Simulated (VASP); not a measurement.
Here is a VASP 6.6.1 calculation.

Contents of INCAR:

```
PREC = Accurate
ENCUT = 600
EDIFF = 1E-7
ISMEAR = -1
SIGMA = 0.05
LREAL = F
LASPH = T
NELM = 100
ALGO = Normal
ISIF = 3
LWAVE = F
LCHARG = F
GGA = PE
IBRION = 2
NSW = 60
EDIFFG = -0.01
```

File KPOINTS:

```
Automatic mesh
0
Gamma
  5 5 5
```

File POSCAR:

```
Sc3Te
1.0
    0.0000000000      3.5695000000      3.5695000000
    3.5695000000      0.0000000000      3.5695000000
    3.5695000000      3.5695000000      0.0000000000
Sc Te
3 1
Direct
    0.2500000000      0.2500000000      0.2500000000
    0.7500000000      0.7500000000      0.7500000000
    0.5000000000      0.5000000000      0.5000000000
    0.0000000000      0.0000000000      0.0000000000
```

Potentials or basis: VASP PAW PBE potentials, release 64 (Sc_sv, Te).

The run is started by

```console
$ cat potpaw_PBE.64/Sc_sv/POTCAR potpaw_PBE.64/Te/POTCAR > POTCAR
$ mpirun -np 1 vasp_std > vasp.out
```

Task: Estimate the band gap on the k mesh.

Result: None (metal or under the smearing width).

Final structure:
```yaml
crystal:
  lattice:
    - [0.00000, 3.56950, 3.56950]
    - [3.56950, 0.00000, 3.56950]
    - [3.56950, 3.56950, 0.00000]
  atoms:
    - { symbol: Sc, position: [0.25000, 0.25000, 0.25000] }
    - { symbol: Sc, position: [0.75000, 0.75000, 0.75000] }
    - { symbol: Sc, position: [0.50000, 0.50000, 0.50000] }
    - { symbol: Te, position: [0.00000, 0.00000, 0.00000] }
```

Caveat: the relaxation stopped at its first step, so nothing moved. The run has no spin-orbit coupling, so splittings on Te are missing.
